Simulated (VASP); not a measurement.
Output of a VASP run:

File OSZICAR:
```
       N       E                     dE             d eps       ncg     rms          rms(c)
DAV:   1     0.663192331436E+02    0.66319E+02   -0.80404E+03  1456   0.113E+03
DAV:   2    -0.173745364371E+02   -0.83694E+02   -0.81757E+02  1906   0.175E+02
DAV:   3    -0.215972466802E+02   -0.42227E+01   -0.42036E+01  1984   0.432E+01
DAV:   4    -0.216553089213E+02   -0.58062E-01   -0.58014E-01  1826   0.597E+00
DAV:   5    -0.216567833937E+02   -0.14745E-02   -0.14740E-02  1998   0.855E-01    0.105E+01
DAV:   6    -0.215302550519E+02    0.12653E+00   -0.85742E-02  1714   0.175E+00    0.623E+00
DAV:   7    -0.214798225526E+02    0.50432E-01   -0.14220E-01  1816   0.232E+00    0.317E-01
DAV:   8    -0.214797669629E+02    0.55590E-04   -0.12831E-02  1690   0.778E-01    0.152E-01
DAV:   9    -0.214798640571E+02   -0.97094E-04   -0.49493E-04  1982   0.164E-01    0.767E-02
DAV:  10    -0.214798931637E+02   -0.29107E-04   -0.85549E-05  1732   0.586E-02    0.301E-02
DAV:  11    -0.214799044394E+02   -0.11276E-04   -0.17025E-05  1798   0.344E-02    0.132E-02
DAV:  12    -0.214799048554E+02   -0.41598E-06   -0.64360E-07  1926   0.570E-03    0.274E-03
DAV:  13    -0.214799048099E+02    0.45409E-07   -0.30651E-07  1576   0.381E-03
   1 F= -.21479905E+02 E0= -.21479822E+02  d E =-.165728E-03
```

### OUTCAR
```
------------------------ aborting loop because EDIFF is reached ----------------------------------------
  FORCE on cell =-STRESS in cart. coord.  units (eV):
  Direction    XX          YY          ZZ          XY          YZ          ZX
  --------------------------------------------------------------------------------------
  Total        1.3565843      1.0210432      0.9996768      0.0000000      0.0000000      0.0000000
  in kB       26.6868203     20.0860327     19.6657119      0.0000000      0.0000000      0.0000000
  external PRESSURE =      22.1461883 kB  Pullay stress =       0.0000000 kB
  volume of cell :       81.44
      direct lattice vectors                 reciprocal lattice vectors
     1.641077986 -5.514038491  0.000000000     0.304677781 -0.090677641  0.000000000
     1.641077986  5.514038491  0.000000000     0.304677781  0.090677641  0.000000000
     0.000000000  0.000000000  4.500197058     0.000000000  0.000000000  0.222212491
 POSITION                                       TOTAL-FORCE (eV/Angst)
 -----------------------------------------------------------------------------------
      1.64108      4.46602      4.11199         0.000000     -0.204257      0.140000
      1.64108      1.04802      1.86189         0.000000      0.204257      0.140000
      1.64108     -1.04802      2.63831         0.000000     -0.204257     -0.140000
      1.64108     -4.46602      0.38821         0.000000      0.204257     -0.140000
 -----------------------------------------------------------------------------------
    total drift:                               -0.000000     -0.000000      0.000000
  FREE ENERGIE OF THE ION-ELECTRON SYSTEM (eV)
  ---------------------------------------------------
  free  energy   TOTEN  =       -21.4799048099 eV

  energy  without entropy=      -21.4797390823  energy(sigma->0) =      -21.47982195
```
(Selected blocks of OUTCAR.)

File POSCAR:
```
P
1
    1.6410779863    -5.5140384906     0.0000000000
    1.6410779863     5.5140384906     0.0000000000
    0.0000000000     0.0000000000     4.5001970576
P
4
Direct
  0.0950316669   0.9049683331   0.9137346576
  0.4049683331   0.5950316669   0.4137346576
  0.5950316669   0.4049683331   0.5862653424
  0.9049683331   0.0950316669   0.0862653424
```

Problem. Reconstruct the remaining input files.

Solution. This is not unique; one that fits is the input of the run itself, PBE GGA, plane waves, VASP's PBE PAW potentials (set 64).

**INCAR**
```
SYSTEM = P
PREC = Accurate; ENCUT = 480; LREAL = .FALSE.
LASPH = .TRUE.
EDIFF = 1E-7; NELM = 100; ALGO = Normal
ISMEAR = 0; SIGMA = 0.05
GGA = PE
ISIF = 2
LWAVE = .FALSE.; LCHARG = .FALSE.
```

### KPOINTS
```
Regular mesh
0
Gamma
 6 6 6
0 0 0
```

POTCAR, in this order: P (PBE.64 set). Program: vasp_std.

Without a dispersion term in the relaxation, distances and binding between the weakly bound layers, chains or molecules are unreliable, and so is what depends on them.

The compound is P in the black structure. This cell was strained or had an atom moved on purpose.
